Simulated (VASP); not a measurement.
Input for VASP

File POSCAR:
```
HfC
2.3029440
  0.0000000000   0.9999998219   0.9999998219
  0.9999998219   0.0000000000   0.9999998219
  0.9999998219   0.9999998219   0.0000000000
Hf C
1 1
Cart
  0.0000000000   0.0000000000   0.0000000000
  0.9999998219   0.9999998219   0.9999998219
```

INCAR:
```
SYSTEM = HfC
PREC = Accurate; ENCUT = 520; LREAL = .FALSE.
LASPH = .TRUE.
EDIFF = 1E-7; NELM = 100; ALGO = Normal
LMAXMIX = 6
ISMEAR = -5
GGA = PS
ISIF = 2
LWAVE = .FALSE.; LCHARG = .TRUE.; LORBIT = 11
NEDOS = 601
```

**KPOINTS**
```
Automatic mesh
0
Gamma
15 15 15
0 0 0
```

POTCAR, in this order: Hf_pv C (PBE.64 set). Program: vasp_std.

### Question
Write an equivalent input for Quantum ESPRESSO's pw.x.

### Answer
One equivalent input (not run):
```
&CONTROL
  calculation = 'scf'
  pseudo_dir = './pseudo'
  outdir = './out'
  tprnfor = .true.
  tstress = .true.
/
&SYSTEM
  ibrav = 0
  nat = 2
  ntyp = 2
  ecutwfc = 82
  occupations = 'tetrahedra'
  input_dft = 'pbesol'
/
&ELECTRONS
  conv_thr = 7.3e-09
  electron_maxstep = 100
/
ATOMIC_SPECIES
  Hf 178.490 Hf.upf
  C 12.011 C.upf
CELL_PARAMETERS angstrom
     0.0000000    2.3029436    2.3029436
     2.3029436    0.0000000    2.3029436
     2.3029436    2.3029436    0.0000000
ATOMIC_POSITIONS crystal
  Hf   0.0000000  0.0000000  0.0000000
  C    0.5000000  0.5000000  0.5000000
K_POINTS automatic
  15 15 15 0 0 0
```
Limits of the translation: the potentials are each code's own (VASP's PAW set, PseudoDojo norm-conserving files in pw.x), so ENCUT and ecutwfc are chosen apart and not converted; conv_thr bounds pw.x's estimated SCF error, while EDIFF bounds the energy change between steps.

The compound is HfC in the rock salt structure. It was relaxed first.
